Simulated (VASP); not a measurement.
All values below come from PW91 GGA, VASP's PBE PAW potentials (set 64) (plane waves; VASP 6.6.1).

VASP input:

POSCAR:
```
CrO2
1.0
  4.4452838465   0.0000000000   0.0000000000
  0.0000000000   4.4452838465   0.0000000000
  0.0000000000   0.0000000000   2.9197933835
Cr O
2 4
direct
  0.0000000000   0.0000000000   0.0000000000
  0.5000000000   0.5000000000   0.5000000000
  0.3034506817   0.3034506817   1.0000000000
  0.8034506817   0.1965493183   0.5000000000
  0.1965493183   0.8034506817   0.5000000000
  0.6965493183   0.6965493183   0.0000000000
```

### INCAR
```
# general
SYSTEM =CrO2
PREC   =Accurate
ENCUT  =520
LREAL  =.FALSE.
LASPH  =.TRUE.

# electronic loop
EDIFF  =1E-7
NELM   =100
ALGO   =Normal
LMAXMIX=4

# smearing
ISMEAR =-5

# functional
GGA    =91

# spin
ISPIN  =2
MAGMOM =2.1 2.1 -0.1 -0.1 -0.1 -0.1

# ions
ISIF   =2

# output
LWAVE  =.FALSE.
LCHARG =.TRUE.
LORBIT =11
NEDOS  =601

# other
LEFG   =.TRUE.
```

File KPOINTS:
```
Automatic mesh
0
Gamma
8 8 12
0 0 0
```

POTCAR, in this order: Cr_pv O (PBE.64 set). Program: vasp_std.

The resulting files:

OSZICAR:
```
       N       E                     dE             d eps       ncg     rms          rms(c)
DAV:   1     0.612856547428E+03    0.61286E+03   -0.26730E+04 12608   0.178E+03
DAV:   2     0.727121953978E+01   -0.60559E+03   -0.56912E+03 13730   0.523E+02
DAV:   3    -0.648050374149E+02   -0.72076E+02   -0.70739E+02 15146   0.174E+02
DAV:   4    -0.666989311951E+02   -0.18939E+01   -0.18403E+01 14860   0.280E+01
DAV:   5    -0.667434513769E+02   -0.44520E-01   -0.44428E-01 15874   0.434E+00    0.408E+01
DAV:   6    -0.595234170430E+02    0.72200E+01   -0.16882E+02 14726   0.103E+02    0.424E+01
DAV:   7    -0.532057708617E+02    0.63176E+01   -0.11160E+02 15326   0.105E+02    0.189E+01
DAV:   8    -0.509425988235E+02    0.22632E+01   -0.79627E+00 14072   0.244E+01    0.753E+00
DAV:   9    -0.504055874896E+02    0.53701E+00   -0.23320E+00 16648   0.129E+01    0.237E+00
DAV:  10    -0.504271442664E+02   -0.21557E-01   -0.16730E-01 13750   0.342E+00    0.137E+00
DAV:  11    -0.504252533235E+02    0.18909E-02   -0.39530E-02 15854   0.196E+00    0.570E-01
DAV:  12    -0.504248507031E+02    0.40262E-03   -0.45255E-03 15890   0.505E-01    0.294E-01
DAV:  13    -0.504243607748E+02    0.48993E-03   -0.16064E-03 16014   0.398E-01    0.113E-01
DAV:  14    -0.504243375168E+02    0.23258E-04   -0.19943E-04 16056   0.116E-01    0.645E-02
DAV:  15    -0.504243264508E+02    0.11066E-04   -0.64638E-05 15006   0.753E-02    0.274E-02
DAV:  16    -0.504243229500E+02    0.35008E-05   -0.16287E-05 15038   0.256E-02    0.907E-03
DAV:  17    -0.504243227107E+02    0.23921E-06   -0.16721E-06 15404   0.115E-02    0.300E-03
DAV:  18    -0.504243227642E+02   -0.53422E-07   -0.23978E-07 10692   0.423E-03
   1 F= -.50424323E+02 E0= -.50424323E+02  d E =0.000000E+00  mag=     4.0000
```

OUTCAR:
```
------------------------ aborting loop because EDIFF is reached ----------------------------------------
  FORCE on cell =-STRESS in cart. coord.  units (eV):
  Direction    XX          YY          ZZ          XY          YZ          ZX
  --------------------------------------------------------------------------------------
  Total       -0.0004213     -0.0004213     -0.0086341      0.0000000      0.0000000      0.0000000
  in kB       -0.0116993     -0.0116993     -0.2397594      0.0000000      0.0000000      0.0000000
  external PRESSURE =      -0.0877193 kB  Pullay stress =       0.0000000 kB
  volume of cell :       57.70
      direct lattice vectors                 reciprocal lattice vectors
     4.445283846  0.000000000  0.000000000     0.224957513  0.000000000  0.000000000
     0.000000000  4.445283846  0.000000000     0.000000000  0.224957513  0.000000000
     0.000000000  0.000000000  2.919793384     0.000000000  0.000000000  0.342489988
 POSITION                                       TOTAL-FORCE (eV/Angst)
 -----------------------------------------------------------------------------------
      0.00000      0.00000      0.00000        -0.000000      0.000000      0.000000
      2.22264      2.22264      1.45990        -0.000000      0.000000      0.000000
      1.34892      1.34892      0.00000         0.002112      0.002112     -0.000000
      3.57157      0.87372      1.45990         0.002112     -0.002112      0.000000
      0.87372      3.57157      1.45990        -0.002112      0.002112      0.000000
      3.09636      3.09636      0.00000        -0.002112     -0.002112      0.000000
 -----------------------------------------------------------------------------------
    total drift:                               -0.000000      0.000000      0.000000
  FREE ENERGIE OF THE ION-ELECTRON SYSTEM (eV)
  ---------------------------------------------------
  free  energy   TOTEN  =       -50.4243227642 eV

  energy  without entropy=      -50.4243227642  energy(sigma->0) =      -50.42432276

 total charge

# of ion       s       p       d       tot
------------------------------------------
    1        0.353   6.454   4.020  10.827
    2        0.353   6.454   4.020  10.827
    3        1.569   3.458   0.000   5.027
    4        1.569   3.458   0.000   5.027
    5        1.569   3.458   0.000   5.027
    6        1.569   3.458   0.000   5.027
--------------------------------------------------
tot          6.980  26.740   8.040  41.760

 magnetization (x)

# of ion       s       p       d       tot
------------------------------------------
    1        0.021   0.029   2.018   2.068
    2        0.021   0.029   2.018   2.068
    3       -0.003  -0.061   0.000  -0.064
    4       -0.003  -0.061   0.000  -0.064
    5       -0.003  -0.061   0.000  -0.064
    6       -0.003  -0.061   0.000  -0.064
--------------------------------------------------
tot          0.032  -0.187   4.036   3.880

 Electric field gradients after diagonalization (V/A^2)
 (convention: |V_zz| > |V_xx| > |V_yy|)
----------------------------------------------------------------------
 ion       V_xx      V_yy      V_zz     asymmetry (V_yy - V_xx)/ V_zz
----------------------------------------------------------------------
   1      34.437    11.514   -45.951       0.499
   2      34.437    11.514   -45.951       0.499
   3     -22.860    -3.542    26.403       0.732
   4     -22.860    -3.542    26.403       0.732
   5     -22.860    -3.542    26.403       0.732
   6     -22.860    -3.542    26.403       0.732
```
(Selected blocks of OUTCAR.)

For a metal the tetrahedron method with Blöchl corrections gives inexact stress and forces.

The compound is CrO2 in the rutile structure. It was relaxed first.
